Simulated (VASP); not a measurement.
Consider the following.

```yaml
crystal:
  lattice:
    - [-2.82500, 2.82500, 2.82500]
    - [2.82500, -2.82500, 2.82500]
    - [2.82500, 2.82500, -2.82500]
  atoms:
    - { symbol: Rb, position: [0.00000, 0.00000, 0.00000] }
```

Method: PBE GGA, VASP's PBE PAW potentials (set 64) (plane waves; VASP). Run with 300 eV cut-off, 8×8×8 Γ-centred mesh, Fermi-Dirac smearing of 0.14 eV, potentials Rb_sv.

Question: Give the energies of bands 5 to 7 at the high-symmetry points, in eV from the Fermi level.

Answer: 
| band | Γ | H | N | P |
|---|---|---|---|---|
| 5 | -1.98 | 1.26 | 0.25 | 1.31 |
| 6 | 3.69 | 1.26 | 0.79 | 1.31 |
| 7 | 3.69 | 3.28 | 2.60 | 1.31 |

It has no gap at this level: it comes out as a metal or semimetal.

The structure is a typed Rb crystal. The cell was not relaxed at this level.
